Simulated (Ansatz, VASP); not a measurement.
# CO2: VASP beside Ansatz

Wanted: the spread between two codes on one cell, functional and k mesh. The cell is taken from a series of runs on this material, whose earlier steps may have relaxed, scaled, displaced or heated it; both programs get it as it stands.

Main program and level: Ansatz 0.2.0; plane waves, with VASP 6.6.1 beside it; dielectric response at PBE.

## (1) Set-up

It takes space group Pa-3 (No. 205, cubic). Conventional cell: a = 5.497 Å, b = 5.497 Å, c = 5.497 Å, α = 90.00°, β = 90.00°, γ = 90.00°. Nearest to C lie 2 O at 1.17 Å. Nearest to O lie 1 C at 1.17 Å. Farther neighbours and most contacts between anions are not listed.

Structure file:

```xyz
12
Lattice="5.4971 0.0000 0.0000 0.0000 5.4971 0.0000 0.0000 0.0000 5.4971" Properties=species:S:1:pos:R:3 pbc="T T T"
C     0.0000    0.0000    0.0000
C     2.7485    0.0000    2.7485
C     2.7485    2.7485    0.0000
C     0.0000    2.7485    2.7485
O     0.6736    0.6736    0.6736
O     2.0749    4.8235    3.4221
O     3.4221    2.0749    4.8235
O     4.8235    3.4221    2.0749
O     4.8235    4.8235    4.8235
O     3.4221    0.6736    2.0749
O     2.0749    3.4221    0.6736
O     0.6736    2.0749    3.4221
```

## (2) VASP: dielectric response, PBE

The response to a field tests empty states and converges slowly with the mesh.

Lines of VASP's logs that name or quote its potential files are left out, and so is its time.

File INCAR:

```
SYSTEM = CO2
PREC = Accurate
ENCUT = 520
EDIFF = 1E-08
NELM = 120
ISMEAR = 0
SIGMA = 0.01
LREAL = .FALSE.
ALGO = Normal
GGA = PE
NBANDS = 44
LORBIT = 11
LWAVE = .FALSE.
LCHARG = .FALSE.
ISIF = 2
LEPSILON = .TRUE.
LASPH = .TRUE.
GGA_COMPAT = .FALSE.
EFERMI = MIDGAP
KPAR = 2
```

File POSCAR:

```
CO2
1.0
    5.4970732800      0.0000000000      0.0000000000
    0.0000000000      5.4970732800      0.0000000000
    0.0000000000      0.0000000000      5.4970732800
C O
4 8
Direct
    0.0000000000      0.0000000000      0.0000000000
    0.5000000000      0.0000000000      0.5000000000
    0.5000000000      0.5000000000      0.0000000000
    0.0000000000      0.5000000000      0.5000000000
    0.1225369800      0.1225369800      0.1225369800
    0.3774630200      0.8774630200      0.6225369800
    0.6225369800      0.3774630200      0.8774630200
    0.8774630200      0.6225369800      0.3774630200
    0.8774630200      0.8774630200      0.8774630200
    0.6225369800      0.1225369800      0.3774630200
    0.3774630200      0.6225369800      0.1225369800
    0.1225369800      0.3774630200      0.6225369800
```

File KPOINTS:

```
Automatic mesh
0
Gamma
4 4 4
0 0 0
```

The projector-augmented-wave data sets are C and O (PBE family, release 64).

Started as:

```
mpirun -np 2 vasp_std
```

Numbers of over 12 decimals in the logs are rounded to 6 here.

The log of the run:

```text
[banner, memory and clock lines left out]
running    2 mpi-ranks, on    1 nodes
 distrk:  each k-point on    1 cores,    2 groups
 distr:  one band on    1 cores,    1 groups

 POSCAR found type information on POSCAR C O
 POSCAR found :  2 types and      12 ions
 LDA part: xc-table for (Slater+PW92), standard interpolation
 POSCAR, INCAR and KPOINTS ok, starting setup
 FFT: planning ... GRIDC
 FFT: planning ... GRID_SOFT
 FFT: planning ... GRID
 WAVECAR not read
 entering main loop
       N       E                     dE             d eps       ncg     rms          rms(c)
DAV:   1     0.402444264953E+03    0.40244E+03   -0.34214E+04   968   0.134E+03
DAV:   2    -0.690889767638E+02   -0.47153E+03   -0.45649E+03  1232   0.320E+02
DAV:   3    -0.979986514264E+02   -0.28910E+02   -0.28669E+02  1152   0.819E+01
DAV:   4    -0.983602705364E+02   -0.36162E+00   -0.36032E+00  1140   0.102E+01
DAV:   5    -0.983657757012E+02   -0.55052E-02   -0.55032E-02  1124   0.123E+00    0.192E+01
DAV:   6    -0.924939820239E+02    0.58718E+01   -0.17824E+01  1092   0.224E+01    0.876E+00
DAV:   7    -0.921069491883E+02    0.38703E+00   -0.89015E-01  1096   0.520E+00    0.491E+00
DAV:   8    -0.920102834195E+02    0.96666E-01   -0.65121E-01  1084   0.383E+00    0.105E+00
DAV:   9    -0.919959292949E+02    0.14354E-01   -0.52398E-02  1044   0.126E+00    0.426E-01
DAV:  10    -0.919968008618E+02   -0.87157E-03   -0.99115E-03  1132   0.453E-01    0.826E-02
DAV:  11    -0.919970301297E+02   -0.22927E-03   -0.27887E-04  1080   0.960E-02    0.356E-02
DAV:  12    -0.919970896501E+02   -0.59520E-04   -0.49391E-05  1112   0.395E-02    0.523E-03
DAV:  13    -0.919970901538E+02   -0.50371E-06   -0.25456E-06  1124   0.902E-03    0.192E-03
DAV:  14    -0.919970901806E+02   -0.26798E-07   -0.39224E-07  1116   0.367E-03    0.632E-04
DAV:  15    -0.919970901916E+02   -0.11044E-07   -0.17795E-08   920   0.714E-04    0.267E-04
DAV:  16    -0.919970902099E+02   -0.18302E-07   -0.56998E-09   528   0.413E-04    0.940E-05
DAV:  17    -0.919970902033E+02    0.66593E-08   -0.68416E-10   496   0.142E-04
   1 F= -.91997090E+02 E0= -.91997090E+02  d E =0.000000E+00
 Linear response reoptimize wavefunctions to high precision
DAV:   1    -0.919970902003E+02    0.29240E-08   -0.94165E-11   496   0.607E-05
DAV:   2    -0.919970902004E+02   -0.19099E-10    0.13995E-11   484   0.221E-05
 Linear response G [H, r] |phi>, progress :
  Direction:   1
       N       E                     dE             d eps       ncg     rms
RMM:   1    -0.232392593150E+03   -0.23239E+03    0.22875E+02  2246   0.102E+02
RMM:   2    -0.229604186237E+03    0.27884E+01   -0.15094E+01  1544   0.190E+01
RMM:   3    -0.229754596110E+03   -0.15041E+00   -0.25888E-01  1627   0.213E+00
RMM:   4    -0.229758944677E+03   -0.43486E-02   -0.63064E-03  1654   0.320E-01
RMM:   5    -0.229759049515E+03   -0.10484E-03   -0.23321E-04  1667   0.521E-02
RMM:   6    -0.229759053823E+03   -0.43080E-05   -0.64133E-06  1682   0.899E-03
RMM:   7    -0.229759053983E+03   -0.16017E-06    0.46561E-07  1714   0.171E-03
RMM:   8    -0.229759053994E+03   -0.10956E-07    0.71989E-07  1573   0.414E-04
RMM:   9    -0.229759054003E+03   -0.90070E-08   -0.37293E-07  1125   0.190E-04
RMM:  10    -0.229759054022E+03   -0.19625E-07   -0.75428E-06   909   0.159E-04
RMM:  11    -0.229759054021E+03    0.10809E-08   -0.13326E-06   861   0.156E-04
RMM:  12    -0.229759054019E+03    0.22632E-08    0.64290E-07   831   0.156E-04
RMM:  13    -0.229759054018E+03    0.81621E-09    0.14887E-06   804   0.157E-04
 Linear response G [H, r] |phi>, progress :
  Direction:   2
       N       E                     dE             d eps       ncg     rms
RMM:   1    -0.232118495395E+03   -0.23212E+03    0.22983E+02  2240   0.102E+02
RMM:   2    -0.229157500757E+03    0.29610E+01   -0.13659E+01  1542   0.186E+01
RMM:   3    -0.229277859402E+03   -0.12036E+00   -0.20896E-01  1630   0.203E+00
RMM:   4    -0.229280975186E+03   -0.31158E-02   -0.47354E-03  1675   0.298E-01
RMM:   5    -0.229281050960E+03   -0.75774E-04   -0.16111E-04  1676   0.474E-02
RMM:   6    -0.229281052816E+03   -0.18559E-05   -0.72225E-06  1723   0.846E-03
RMM:   7    -0.229281053338E+03   -0.52191E-06   -0.81144E-06  1785   0.202E-03
RMM:   8    -0.229281053163E+03    0.17506E-06   -0.15801E-05  1664   0.932E-04
RMM:   9    -0.229281052799E+03    0.36324E-06   -0.63930E-05  1304   0.766E-04
RMM:  10    -0.229281052906E+03   -0.10696E-06    0.58655E-05  1053   0.746E-04
RMM:  11    -0.229281052887E+03    0.19678E-07    0.79906E-05  1059   0.744E-04
RMM:  12    -0.229281052902E+03   -0.15353E-07    0.35160E-05  1047   0.747E-04
 Linear response G [H, r] |phi>, progress :
  Direction:   3
       N       E                     dE             d eps       ncg     rms
RMM:   1    -0.231417253509E+03   -0.23142E+03    0.23860E+02  2242   0.102E+02
RMM:   2    -0.228613145512E+03    0.28041E+01   -0.14506E+01  1523   0.190E+01
RMM:   3    -0.228747090805E+03   -0.13395E+00   -0.22808E-01  1637   0.208E+00
RMM:   4    -0.228750463935E+03   -0.33731E-02   -0.53892E-03  1650   0.305E-01
RMM:   5    -0.228750545860E+03   -0.81925E-04   -0.17612E-04  1669   0.480E-02
RMM:   6    -0.228750548262E+03   -0.24020E-05   -0.48021E-06  1686   0.825E-03
RMM:   7    -0.228750548369E+03   -0.10656E-06    0.57039E-07  1782   0.166E-03
[...]
Direction:   2
       N       E                     dE             d eps       ncg     rms          rms(c)
RMM:   1    -0.678842501493E+00   -0.67884E+00   -0.22654E+00  1817   0.337E+00
RMM:   2    -0.698759181547E+00   -0.19917E-01   -0.30732E-02  1530   0.694E-01
RMM:   3    -0.699163664648E+00   -0.40448E-03   -0.70740E-04  1620   0.793E-02
RMM:   4    -0.699177168316E+00   -0.13504E-04   -0.23754E-05  1647   0.131E-02
RMM:   5    -0.699177624765E+00   -0.45645E-06   -0.94973E-07  1655   0.220E-03
RMM:   6    -0.699177645607E+00   -0.20842E-07   -0.37936E-08  1394   0.446E-04
RMM:   7    -0.699177646515E+00   -0.90781E-09   -0.15982E-09   942   0.920E-05
 change of polarisation eV/A/(eV/A) component  2 :     0.004     1.398     0.006
 dielectric tensor                  component  2 :     0.004     2.523     0.007
 Linear response to external field (no local field effect), progress :
  Direction:   3
       N       E                     dE             d eps       ncg     rms          rms(c)
RMM:   1    -0.680798182206E+00   -0.68080E+00   -0.23235E+00  1831   0.335E+00
RMM:   2    -0.691977633629E+00   -0.11179E-01   -0.31992E-02  1522   0.707E-01
RMM:   3    -0.692405868384E+00   -0.42823E-03   -0.70341E-04  1612   0.801E-02
RMM:   4    -0.692418514082E+00   -0.12646E-04   -0.22008E-05  1642   0.130E-02
RMM:   5    -0.692418921540E+00   -0.40746E-06   -0.83857E-07  1624   0.213E-03
RMM:   6    -0.692418939841E+00   -0.18301E-07   -0.33989E-08  1366   0.429E-04
RMM:   7    -0.692418940502E+00   -0.66135E-09   -0.67888E-10   950   0.884E-05
 change of polarisation eV/A/(eV/A) component  3 :     0.002     0.006     1.385
 dielectric tensor                  component  3 :     0.002     0.007     2.509
 Linear response to external field, progress :
  Direction:   1
       N       E                     dE             d eps       ncg     rms          rms(c)
RMM:   1    -0.680338949555E+00   -0.68034E+00   -0.22816E+00  4478   0.336E+00
RMM:   2    -0.697728277008E+00   -0.17389E-01   -0.31140E-02  3765   0.696E-01    0.281E+00
RMM:   3    -0.526051074708E+00    0.17168E+00   -0.66685E-01  3703   0.345E+00    0.163E+00
RMM:   4    -0.498261808260E+00    0.27789E-01   -0.93645E-02  3746   0.128E+00    0.485E-01
RMM:   5    -0.516588939256E+00   -0.18327E-01   -0.30713E-02  3813   0.737E-01    0.132E-01
RMM:   6    -0.517885573651E+00   -0.12966E-02   -0.13841E-03  3853   0.153E-01    0.786E-02
RMM:   7    -0.520475299247E+00   -0.25897E-02   -0.32774E-04  3873   0.813E-02    0.981E-03
RMM:   8    -0.520887376651E+00   -0.41208E-03   -0.35126E-05  4010   0.168E-02    0.382E-03
RMM:   9    -0.520833772097E+00    0.53605E-04   -0.52948E-06  4140   0.321E-03    0.124E-03
RMM:  10    -0.520801065182E+00    0.32707E-04   -0.69403E-07  4081   0.124E-03    0.251E-04
RMM:  11    -0.520792903449E+00    0.81617E-05    0.47897E-08  4200   0.359E-04    0.789E-05
RMM:  12    -0.520791106170E+00    0.17973E-05   -0.84119E-09  3200   0.117E-04    0.160E-05
RMM:  13    -0.520790994691E+00    0.11148E-06    0.76618E-09  1751   0.267E-05    0.104E-05
RMM:  14    -0.520791219711E+00   -0.22502E-06    0.53575E-10  1629   0.322E-05    0.185E-06
 change of polarisation eV/A/(eV/A) component  1 :     0.949     0.003     0.003
 dielectric tensor                  component  1 :     2.034     0.004     0.004
 Linear response to external field, progress :
  Direction:   2
       N       E                     dE             d eps       ncg     rms          rms(c)
RMM:   1    -0.680992990727E+00   -0.68099E+00   -0.22881E+00  4479   0.336E+00
RMM:   2    -0.697722975457E+00   -0.16730E-01   -0.31342E-02  3768   0.698E-01    0.281E+00
RMM:   3    -0.526044426597E+00    0.17168E+00   -0.66677E-01  3707   0.345E+00    0.163E+00
RMM:   4    -0.498264428880E+00    0.27780E-01   -0.93662E-02  3742   0.128E+00    0.485E-01
RMM:   5    -0.516588666036E+00   -0.18324E-01   -0.30715E-02  3813   0.736E-01    0.132E-01
RMM:   6    -0.517886357767E+00   -0.12977E-02   -0.13844E-03  3854   0.153E-01    0.786E-02
RMM:   7    -0.520475426618E+00   -0.25891E-02   -0.32810E-04  3872   0.814E-02    0.981E-03
RMM:   8    -0.520887285188E+00   -0.41186E-03   -0.35143E-05  4016   0.168E-02    0.381E-03
RMM:   9    -0.520833747659E+00    0.53538E-04   -0.53021E-06  4143   0.320E-03    0.124E-03
RMM:  10    -0.520801052539E+00    0.32695E-04   -0.69532E-07  4089   0.124E-03    0.251E-04
RMM:  11    -0.520792905620E+00    0.81469E-05    0.48161E-08  4199   0.358E-04    0.787E-05
RMM:  12    -0.520791107647E+00    0.17980E-05   -0.73242E-09  3197   0.117E-04    0.160E-05
RMM:  13    -0.520790999539E+00    0.10811E-06    0.12429E-08  1756   0.269E-05    0.104E-05
RMM:  14    -0.520791223071E+00   -0.22353E-06   -0.63661E-09  1616   0.323E-05    0.182E-06
 change of polarisation eV/A/(eV/A) component  2 :     0.003     0.949     0.003
 dielectric tensor                  component  2 :     0.004     2.034     0.004
 Linear response to external field, progress :
  Direction:   3
       N       E                     dE             d eps       ncg     rms          rms(c)
RMM:   1    -0.679289363299E+00   -0.67929E+00   -0.22711E+00  4476   0.336E+00
RMM:   2    -0.697737995433E+00   -0.18449E-01   -0.30882E-02  3765   0.694E-01    0.281E+00
RMM:   3    -0.526039458400E+00    0.17170E+00   -0.66671E-01  3703   0.345E+00    0.163E+00
RMM:   4    -0.498255309273E+00    0.27784E-01   -0.93565E-02  3745   0.128E+00    0.485E-01
RMM:   5    -0.516593030975E+00   -0.18338E-01   -0.30723E-02  3813   0.737E-01    0.132E-01
RMM:   6    -0.517884857328E+00   -0.12918E-02   -0.13872E-03  3852   0.153E-01    0.787E-02
RMM:   7    -0.520475109178E+00   -0.25903E-02   -0.32840E-04  3875   0.814E-02    0.982E-03
RMM:   8    -0.520887622206E+00   -0.41251E-03   -0.35118E-05  4012   0.168E-02    0.380E-03
RMM:   9    -0.520833972523E+00    0.53650E-04   -0.53052E-06  4149   0.320E-03    0.124E-03
RMM:  10    -0.520801205037E+00    0.32767E-04   -0.69883E-07  4081   0.124E-03    0.252E-04
RMM:  11    -0.520793022284E+00    0.81828E-05    0.45820E-08  4201   0.360E-04    0.787E-05
RMM:  12    -0.520791214743E+00    0.18075E-05   -0.13455E-08  3201   0.117E-04    0.160E-05
RMM:  13    -0.520791099793E+00    0.11495E-06   -0.12137E-09  1743   0.267E-05    0.104E-05
RMM:  14    -0.520791325473E+00   -0.22568E-06    0.14496E-08  1616   0.322E-05    0.183E-06
 change of polarisation eV/A/(eV/A) component  3 :     0.003     0.003     0.949
 dielectric tensor                  component  3 :     0.004     0.004     2.034
 Born effective charges drift removed
```

From OUTCAR (step 2):

```text
ion  position               nearest neighbor table
   1  0.000  0.000  0.000-   5 1.17   9 1.17
   2  0.500  0.000  0.500-   6 1.17  10 1.17
   3  0.500  0.500  0.000-   7 1.17  11 1.17
   4  0.000  0.500  0.500-   8 1.17  12 1.17
   5  0.123  0.123  0.123-   1 1.17
   6  0.377  0.877  0.623-   2 1.17
   7  0.623  0.377  0.877-   3 1.17
   8  0.877  0.623  0.377-   4 1.17
   9  0.877  0.877  0.877-   1 1.17
  10  0.623  0.123  0.377-   2 1.17
  11  0.377  0.623  0.123-   3 1.17
  12  0.123  0.377  0.623-   4 1.17

  LATTYP: Found a simple cubic cell.
 ALAT       =     5.4970732800

 Subroutine GETGRP returns: Found 24 space group operations
 (whereof  6 operations were pure point group operations)

The static configuration has the point symmetry S_6 .
 The point group associated with its full space group is T_h .

 Found     11 irreducible k-points:

   k-points           NKPTS =     11   k-points in BZ     NKDIM =     11   number of bands    NBANDS=     44

   dimension x,y,z NGX =    42 NGY =   42 NGZ =   42
   dimension x,y,z NGXF=    84 NGYF=   84 NGZF=   84

   ENCUT  =  520.0 eV  38.22 Ry    6.18 a.u.  10.22 10.22 10.22*2*pi/ulx,y,z

   NELECT =      64.0000    total number of electrons

 k-points in reciprocal lattice and weights: Automatic mesh
   0.00000000  0.00000000  0.00000000       0.016
   0.25000000  0.00000000  0.00000000       0.094
   0.50000000  0.00000000  0.00000000       0.047
   0.25000000  0.25000000  0.00000000       0.188
   0.50000000  0.25000000  0.00000000       0.094
  -0.25000000  0.50000000  0.00000000       0.094
   0.50000000  0.50000000  0.00000000       0.047
   0.25000000  0.25000000  0.25000000       0.125
   0.50000000  0.25000000  0.25000000       0.188
   0.50000000  0.50000000  0.25000000       0.094
   0.50000000  0.50000000  0.50000000       0.016

 average (electrostatic) potential at core
       1 -58.2055       2 -58.2055       3 -58.2055       4 -58.2055       5 -77.1969
       6 -77.1969       7 -77.1969       8 -77.1969       9 -77.1969      10 -77.1969
      11 -77.1969      12 -77.1969

  Total        4.2828630      4.2828630      4.2828630      0.0000000      0.0000000      0.0000000
  in kB       41.3095236     41.3095236     41.3095236      0.0000000      0.0000000      0.0000000
  external PRESSURE =      41.3095236 kB  Pullay stress =       0.0000000 kB

  energy-cutoff  :      520.00
  volume of cell :      166.11
      direct lattice vectors                 reciprocal lattice vectors
     5.497073280  0.000000000  0.000000000     0.181914984  0.000000000  0.000000000
     0.000000000  5.497073280  0.000000000     0.000000000  0.181914984  0.000000000
     0.000000000  0.000000000  5.497073280     0.000000000  0.000000000  0.181914984

 POSITION                                       TOTAL-FORCE (eV/Angst)
 -----------------------------------------------------------------------------------
      0.00000      0.00000      0.00000         0.000000      0.000000     -0.000000
      2.74854      0.00000      2.74854         0.000000      0.000000     -0.000000
      2.74854      2.74854      0.00000         0.000000      0.000000     -0.000000
      0.00000      2.74854      2.74854         0.000000      0.000000     -0.000000
      0.67359      0.67359      0.67359         0.434124      0.434124      0.434124
      2.07494      4.82348      3.42213        -0.434124     -0.434124      0.434124
      3.42213      2.07494      4.82348         0.434124     -0.434124     -0.434124
      4.82348      3.42213      2.07494        -0.434124      0.434124     -0.434124
      4.82348      4.82348      4.82348        -0.434124     -0.434124     -0.434124
      3.42213      0.67359      2.07494         0.434124      0.434124     -0.434124
      2.07494      3.42213      0.67359        -0.434124      0.434124      0.434124
      0.67359      2.07494      3.42213         0.434124     -0.434124      0.434124
 -----------------------------------------------------------------------------------
    total drift:                                0.000000      0.000000      0.000000

 MACROSCOPIC STATIC DIELECTRIC TENSOR (including local field effects in DFT)
 ------------------------------------------------------
           2.033914    -0.000000     0.000000
          -0.000000     2.033914     0.000000
          -0.000000     0.000000     2.033914
 ------------------------------------------------------

 PIEZOELECTRIC TENSOR (including local field effects)  for field in x, y, z        (C/m^2)
          XX          YY          ZZ          XY          YZ          ZX
  --------------------------------------------------------------------------------
  x     0.00000     0.00000     0.00000     0.00000     0.00000     0.00000
  y     0.00000     0.00000     0.00000     0.00000     0.00000     0.00000
  z     0.00000     0.00000     0.00000     0.00000     0.00000     0.00000

 BORN EFFECTIVE CHARGES (including local field effects) (in |e|, cummulative output)
 ---------------------------------------------------------------------------------
 ion    1
    1     1.43868     0.58021     0.68108
    2     0.68108     1.43868     0.58021
    3     0.58021     0.68108     1.43868
 ion    2
    1     1.43868     0.58021    -0.68108
    2     0.68108     1.43868    -0.58021
    3    -0.58021    -0.68108     1.43868
 ion    3
    1     1.43868    -0.58021    -0.68108
    2    -0.68108     1.43868     0.58021
    3    -0.58021     0.68108     1.43868
 ion    4
    1     1.43868    -0.58021     0.68108
    2    -0.68108     1.43868    -0.58021
    3     0.58021    -0.68108     1.43868
 ion    5
    1    -0.71934    -0.35397    -0.38192
    2    -0.38192    -0.71934    -0.35397
    3    -0.35397    -0.38192    -0.71934
 ion    6
    1    -0.71934    -0.35397     0.38192
    2    -0.38192    -0.71934     0.35397
    3     0.35397     0.38192    -0.71934
 ion    7
    1    -0.71934     0.35397     0.38192
    2     0.38192    -0.71934    -0.35397
    3     0.35397    -0.38192    -0.71934
 ion    8
    1    -0.71934     0.35397    -0.38192
    2     0.38192    -0.71934     0.35397
    3    -0.35397     0.38192    -0.71934
 ion    9
    1    -0.71934    -0.35397    -0.38192
    2    -0.38192    -0.71934    -0.35397
    3    -0.35397    -0.38192    -0.71934
 ion   10
    1    -0.71934    -0.35397     0.38192
    2    -0.38192    -0.71934     0.35397
    3     0.35397     0.38192    -0.71934
 ion   11
    1    -0.71934     0.35397     0.38192
    2     0.38192    -0.71934    -0.35397
    3     0.35397    -0.38192    -0.71934
 ion   12
    1    -0.71934     0.35397    -0.38192
    2     0.38192    -0.71934     0.35397
    3    -0.35397     0.38192    -0.71934
```

(Continued in part 2 of 2.)

[Lines on the potential files, build, host, timing and source positions are cut from VASP's logs without a mark.]

[Logs are printed without paths, hosts, clocks, repeated set-up lines and the standing remarks that a program may print on its own settings, such as how far it seeks lower states.]

[Hosts, paths, dates, database ids (printed as entryN), source tags and the programs' standing remarks are cut or masked in the printed files.]
